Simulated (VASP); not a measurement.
Wanted: the native input for a VASP 6.6.1 run.

```yaml
Task: single point
Functional: PBE
Potentials_or_basis: VASP PAW PBE potentials, release 64 (Ag, Pd, S)
Cutoff: 520 eV
k_mesh: 4 × 4 × 6
Occupations: gaussian, width 0.1 eV
Spin: collinear spin, typed start
Starting_moments: "[1.0, 1.0, 0.0, 0.0] μB"
Dipole_correction: no
Further_INCAR_settings: ALGO = Fast; EDIFF = 1e-06; NBANDS = 28
```

The structure of AgPdS2 lies in POSCAR:

```
AgPdS2
1.0
    5.1142391100      0.0000000000      0.0000000000
    0.0000000000      5.1142391100      0.0000000000
    0.0000000000      0.0000000000      2.5824111000
Ag Pd S
1 1 2
Direct
    0.5000000000      0.5000000000      0.5000000000
    0.0000000000      0.0000000000      0.0000000000
    0.5000000000      0.0000000000      0.0000000000
    0.0000000000      0.5000000000      0.0000000000
```

The cell was built by a generator and needn't be a form met in nature.

The input as run:

INCAR

```
PREC = Accurate
ENCUT = 520
EDIFF = 1E-6
ISMEAR = 0
SIGMA = 0.1
LREAL = F
LASPH = T
NELM = 150
ALGO = Fast
ISIF = 2
LWAVE = F
LCHARG = F
ISPIN = 2
MAGMOM = 1 1 0 0
LORBIT = 11
LMAXMIX = 4
GGA = PE
NBANDS = 28
```

KPOINTS

```
regular mesh
0
Gamma
  4 4 6
```

Potentials or basis: VASP PAW PBE potentials, release 64 (Ag, Pd, S).

Command:

```console
$ cat potpaw_PBE.64/Ag/POTCAR potpaw_PBE.64/Pd/POTCAR potpaw_PBE.64/S/POTCAR > POTCAR
$ mpirun -np 1 vasp_std > vasp.out
```

Results of the run:

* Pressure: 1.5 GPa
* Band gap on the k mesh: none (metal or under the smearing width)
* Net moment: 0.00 μB per cell
* Valence electrons inside the program's atomic spheres: Ag 9.84; Pd 9.35; S 3.56

Caveat: the k mesh is coarse (spacing up to 0.41 Å⁻¹), so the values aren't converged.

Run time: 65 s on 1 thread of AMD EPYC 7R13 Processor (Zen 3), with other jobs on the host, peak memory 0.21 GiB.
